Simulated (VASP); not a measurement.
A run of VASP 6.6.1:

INCAR

```
PREC = Accurate
ENCUT = 600
EDIFF = 1E-7
ISMEAR = 0
SIGMA = 0.03
LREAL = F
LASPH = T
NELM = 80
ALGO = Normal
ISIF = 3
LWAVE = F
LCHARG = F
GGA = PS
IBRION = 2
NSW = 90
EDIFFG = -0.005
LUSENCCL = F
```

KPOINTS

```
regular mesh
0
Gamma
  6 6 6
```

The input POSCAR:

```
Hg4Se3S                                 
1.0
   -0.0013247778      6.0804737460      6.0815349626
    6.0804737460     -0.0013247778      6.0815349626
    6.0791489681      6.0791489681      0.0000000000
  Hg              S               Se            
     8     2     6
Direct
     0.0066621661050715    0.0066621661050715    0.9933378338949286
     0.0066621661050715    0.0066621661050715    0.4933378338949286
     0.0042731177344978    0.4892899001158270    0.0032184910748376
     0.0042731177344978    0.4892899001158270    0.5032184910748375
     0.4892899001158270    0.0042731177344978    0.0032184910748376
     0.4892899001158270    0.0042731177344978    0.5032184910748375
     0.4994335750835409    0.4994335750835409    0.0005664249164590
     0.4994335750835409    0.4994335750835409    0.5005664249164586
     0.1243192708193563    0.1243192708193563    0.1256807291806437
     0.1243192708193563    0.1243192708193563    0.6256807291806435
     0.1232085320872294    0.6267744407468216    0.1250085135829744
     0.1232085320872294    0.6267744407468216    0.6250085135829743
     0.6267744407468216    0.1232085320872294    0.1250085135829744
     0.6267744407468216    0.1232085320872294    0.6250085135829743
     0.6260389973076552    0.6260389973076552    0.1239610026923448
     0.6260389973076552    0.6260389973076552    0.6239610026923448
```

Potentials or basis: VASP PAW PBE potentials, release 64 (Hg, S, Se).

Run with:

```sh
$ cat potpaw_PBE.64/Hg/POTCAR potpaw_PBE.64/S/POTCAR potpaw_PBE.64/Se/POTCAR > POTCAR
$ mpirun -np 1 vasp_std > vasp.out
```

Hardware: 1 × NVIDIA H100 80GB with 1 thread of AMD EPYC 7R13 Processor (Zen 3), with other jobs on the host.

Problem. Estimate the wall time of this run.

Solution. Run time: 22 min on 1 × NVIDIA H100 80GB with 1 thread of AMD EPYC 7R13 Processor (Zen 3), on a shared host, peak memory 2.6 GiB. Counts: scf iterations 23, k points 46, ion steps 2.
